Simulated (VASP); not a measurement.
These are PBE GGA, VASP's PBE PAW potentials (set 64) (plane waves; VASP) values and carry that method's errors.

Input for VASP

### POSCAR
```
CuGaSe2
1
   -2.7721820000     2.7721820000     5.4455330000
    2.7721820000    -2.7721820000     5.4455330000
    2.7721820000     2.7721820000    -5.4455330000
Ga Cu Se
2 2 4
Direct
  0.5000000000   0.5000000000   0.0000000000
  0.2500000000   0.7500000000   0.5000000000
  0.0000000000   0.0000000000   0.0000000000
  0.7500000000   0.2500000000   0.5000000000
  0.8750000000   0.8750000000   0.5000000000
  0.1250000000   0.6250000000   0.0000000000
  0.3750000000   0.3750000000   0.5000000000
  0.6250000000   0.1250000000   0.0000000000
```

KPOINTS:
```
Automatic mesh
0
Gamma
4 4 4
0 0 0
```

### INCAR
```
SYSTEM = CuGaSe2
GGA = PE
LMAXMIX = 4   ! l cut-off of mixed one-centre charges
LASPH = .TRUE.   ! aspherical one-centre terms
PREC = Accurate
ISIF = 2   ! forces and stress, cell fixed
ISMEAR = -1   ! Fermi-Dirac
LWAVE = .FALSE.
EDIFF = 1E-6
ALGO = Normal
LCHARG = .FALSE.
LREAL = .FALSE.   ! projection in real space or not
ENCUT = 300
NELM = 100   ! most electronic steps
SIGMA = 0.05   ! width (eV)
```

POTCAR, in this order: Ga_d Cu Se (PBE.64 set). Program: vasp_std.

What VASP printed:

File OUTCAR:
```
 ion  position               nearest neighbor table
   1  0.500  0.500  0.000-   5 2.39   6 2.39   8 2.39   7 2.39
   2  0.250  0.750  0.500-   5 2.39   7 2.39   8 2.39   6 2.39
   3  0.000  0.000  0.000-   6 2.39   7 2.39   8 2.39   5 2.39
   4  0.750  0.250  0.500-   5 2.39   6 2.39   7 2.39   8 2.39
   5  0.875  0.875  0.500-   2 2.39   3 2.39   4 2.39   1 2.39
   6  0.125  0.625  0.000-   1 2.39   2 2.39   3 2.39   4 2.39
   7  0.375  0.375  0.500-   1 2.39   2 2.39   4 2.39   3 2.39
   8  0.625  0.125  0.000-   1 2.39   3 2.39   4 2.39   2 2.39
  LATTYP: Found a body centered tetragonal cell.
 ALAT       =     5.5443640000
 C/A-ratio  =     1.9643490218
 Subroutine PRICEL returns:
 Original cell was already a primitive cell.
 Subroutine GETGRP returns: Found  8 space group operations
The static configuration has the point symmetry S_4 .
 The point group associated with its full space group is D_2d.
The dynamic configuration has the point symmetry S_4 .
 Subroutine INISYM returns: Found  8 space group operations
 Subroutine IBZKPT returns following result:
 Found     13 irreducible k-points:

 Following reciprocal coordinates:
            Coordinates               Weight
  0.000000  0.000000  0.000000      1.000000
  0.250000 -0.000000  0.000000      8.000000
  0.500000 -0.000000  0.000000      4.000000
  0.250000  0.250000  0.000000      8.000000
  0.500000  0.250000  0.000000     16.000000
 -0.250000  0.250000  0.000000      4.000000
  0.500000  0.500000  0.000000      2.000000
  0.250000  0.250000  0.250000      2.000000
 -0.250000  0.250000  0.250000      4.000000
  0.500000  0.500000  0.250000      4.000000
 -0.250000  0.500000  0.250000      8.000000
 -0.250000 -0.250000  0.250000      2.000000
  0.500000  0.500000  0.500000      1.000000
   k-points           NKPTS =     13   k-points in BZ     NKDIM =     13   number of bands    NBANDS=     43
   number of dos      NEDOS =    301   number of ions     NIONS =      8
   total plane-waves  NPLWV =  64000
   dimension x,y,z NGX =    40 NGY =   40 NGZ =   40
   dimension x,y,z NGXF=    80 NGYF=   80 NGZF=   80
   ions per type =               2   2   4
   PREC   = accura    normal or accurate (medium, high low for compatibility)
   ISTART =      0    job   : 0-new  1-cont  2-samecut
   ICHARG =      2    charge: 1-file 2-atom 10-const
   ISPIN  =      1    spin polarized calculation?
   LNONCOLLINEAR =      F non collinear calculations
   LSORBIT =      F    spin-orbit coupling
   INIWAV =      1    electr: 0-lowe 1-rand  2-diag
   ENCUT  =  300.0 eV  22.05 Ry    4.70 a.u.   9.48  9.48  9.48*2*pi/ulx,y,z
   NELM   =    100;   NELMIN=  2; NELMDL= -5     # of ELM steps
   EDIFF  = 0.1E-05   stopping-criterion for ELM
   LREAL  =      F    real-space projection
   NLSPLINE    = F    spline interpolate recip. space projectors
   LMAXMIX     =    4 max onsite mixed and CHGCAR
   VOSKOWN=      0    Vosko Wilk Nusair interpolation
   EDIFFG = 0.1E-04   stopping-criterion for IOM
   NSW    =      0    number of steps for IOM
   NBLOCK =      1;   KBLOCK =      1    inner block; outer block
   IBRION =     -1    ionic relax: 0-MD 1-quasi-New 2-CG
   NFREE  =      0    steps in history (QN), initial steepest desc. (CG)
   ISIF   =      2    stress and relaxation
   ISYM   =      2    0-nonsym 1-usesym 2-fastsym
   TEIN   =    0.0    initial temperature
   TEBEG  =    0.0;   TEEND  =   0.0 temperature during run
   SMASS  =  -3.00    Nose mass-parameter (am)
   PSTRESS=    0.0 pullay stress
   NELECT =      72.0000    total number of electrons
   EFERMI =   0.00;   METHOD = LEGACY
   ISMEAR =    -1;   SIGMA  =   0.05  broadening in eV -4-tet -1-fermi 0-gaus
   IALGO  =     38    algorithm
   LDIAG  =      T    sub-space diagonalisation (order eigenvalues)
   IMIX   =      4    mixing-type and parameters
     AMIX     =   0.40;   BMIX     =  1.00
...
```

OSZICAR:
```
       N       E                     dE             d eps       ncg     rms          rms(c)
DAV:   1     0.590057665978E+03    0.59006E+03   -0.23075E+04  1142   0.159E+03
DAV:   2     0.636977348217E+02   -0.52636E+03   -0.51062E+03  1151   0.447E+02
DAV:   3    -0.264482750735E+02   -0.90146E+02   -0.88419E+02  1425   0.173E+02
DAV:   4    -0.322771607203E+02   -0.58289E+01   -0.57703E+01  1516   0.446E+01
DAV:   5    -0.324591277449E+02   -0.18197E+00   -0.18142E+00  1564   0.839E+00    0.121E+01
DAV:   6    -0.324374388853E+02    0.21689E-01   -0.32494E+01  1521   0.838E+01    0.880E+00
DAV:   7    -0.307353036600E+02    0.17021E+01   -0.77703E+00  1484   0.634E+01    0.382E+00
DAV:   8    -0.309484116477E+02   -0.21311E+00   -0.34565E+00  1716   0.198E+01    0.301E+00
DAV:   9    -0.308346090300E+02    0.11380E+00   -0.97590E-01  1572   0.161E+01    0.446E-01
DAV:  10    -0.308376735227E+02   -0.30645E-02   -0.61413E-02  1628   0.350E+00    0.170E-01
DAV:  11    -0.308387415997E+02   -0.10681E-02   -0.11148E-02  1684   0.136E+00    0.139E-01
DAV:  12    -0.308384515843E+02    0.29002E-03   -0.16896E-03  1612   0.743E-01    0.324E-02
DAV:  13    -0.308384672867E+02   -0.15702E-04   -0.25556E-04  1628   0.108E-01    0.112E-02
DAV:  14    -0.308384757497E+02   -0.84630E-05   -0.34750E-05  1588   0.651E-02    0.103E-02
DAV:  15    -0.308384739228E+02    0.18268E-05   -0.13883E-05  1244   0.670E-02    0.323E-03
DAV:  16    -0.308384745702E+02   -0.64739E-06   -0.39978E-06  1124   0.118E-02
   1 F= -.30838475E+02 E0= -.30838342E+02  d E =-.265324E-03
```

File OUTCAR:
```
------------------------ aborting loop because EDIFF is reached ----------------------------------------
  FORCE on cell =-STRESS in cart. coord.  units (eV):
  Direction    XX          YY          ZZ          XY          YZ          ZX
  --------------------------------------------------------------------------------------
  Total        5.9522753      5.9522753      6.0326950      0.0000000     -0.0000000      0.0000000
  in kB       56.9704606     56.9704606     57.7401743      0.0000000     -0.0000000      0.0000000
  external PRESSURE =      57.2270318 kB  Pullay stress =       0.0000000 kB
  volume of cell :      167.40
      direct lattice vectors                 reciprocal lattice vectors
    -2.772182000  2.772182000  5.445533000     0.000000000  0.180363338  0.091818377
     2.772182000 -2.772182000  5.445533000     0.180363338  0.000000000  0.091818377
     2.772182000  2.772182000 -5.445533000     0.180363338  0.180363338  0.000000000
 POSITION                                       TOTAL-FORCE (eV/Angst)
 -----------------------------------------------------------------------------------
      0.00000      0.00000      5.44553         0.000000     -0.000000      0.000000
      2.77218      0.00000      2.72277         0.000000     -0.000000     -0.000000
      0.00000      0.00000      0.00000         0.000000      0.000000      0.000000
      0.00000      2.77218      2.72277         0.000000     -0.000000     -0.000000
      1.38609      1.38609      6.80692         0.416351     -0.000000      0.000000
      1.38609     -1.38609      4.08415         0.000000     -0.416351     -0.000000
      1.38609      1.38609      1.36138        -0.416351      0.000000     -0.000000
     -1.38609      1.38609      4.08415         0.000000      0.416351      0.000000
 -----------------------------------------------------------------------------------
    total drift:                               -0.000004     -0.000004     -0.000016
  FREE ENERGIE OF THE ION-ELECTRON SYSTEM (eV)
  ---------------------------------------------------
  free  energy   TOTEN  =       -30.8384745702 eV

  energy  without entropy=      -30.8382092459  energy(sigma->0) =      -30.83834191
```
(Selected blocks of OUTCAR.)

OUTCAR:
```
 val. band max:        4.4305677699   @ k =   0.0000   0.0000   0.0000

 cond. band min:       4.8573274983   @ k =   0.0000   0.0000   0.0000


 Fermi energy:         4.6489372025

 k-point     1 :       0.0000    0.0000    0.0000
  band No.  band energies     occupation
      1     -11.2369      2.00000
      2     -11.2369      2.00000
      3     -11.2352      2.00000
      4     -11.0527      2.00000
      5     -11.0362      2.00000
      6     -11.0362      2.00000
      7     -10.9838      2.00000
      8     -10.9786      2.00000
      9     -10.9734      2.00000
     10     -10.9605      2.00000
     11     -10.4489      2.00000
     12      -8.6650      2.00000
     13      -8.6650      2.00000
     14      -8.6484      2.00000
     15      -3.5280      2.00000
     16      -2.0619      2.00000
     17      -0.7268      2.00000
     18      -0.4123      2.00000
     19      -0.3918      2.00000
     20      -0.0590      2.00000
     21      -0.0590      2.00000
     22       0.7516      2.00000
     23       0.7516      2.00000
     24       1.0840      2.00000
     25       1.0840      2.00000
     26       1.1499      2.00000
     27       2.1919      2.00000
     28       2.2072      2.00000
     29       2.3174      2.00000
     30       2.6158      2.00000
     31       2.6526      2.00000
     32       2.6526      2.00000
     33       2.7652      2.00000
     34       4.3047      1.99796
     35       4.3047      1.99796
     36       4.4306      1.97495
     37       4.8573      0.03050
     38       6.2787      0.00000
     39       6.7478      0.00000
     40       8.4550      0.00000
     41       8.4550      0.00000
     42       8.7801      0.00000
     43       9.2956      0.00000

 k-point     2 :       0.2500   -0.0000    0.0000
  band No.  band energies     occupation
      1     -11.2490      2.00000
      2     -11.2393      2.00000
      3     -11.2248      2.00000
      4     -11.0817      2.00000
      5     -11.0478      2.00000
...
```

At this cut-off the stress carries a Pulay error, which pulls relaxed volumes low.

The structure is a typed CuGaSe2 crystal. The cell was not relaxed at this level.
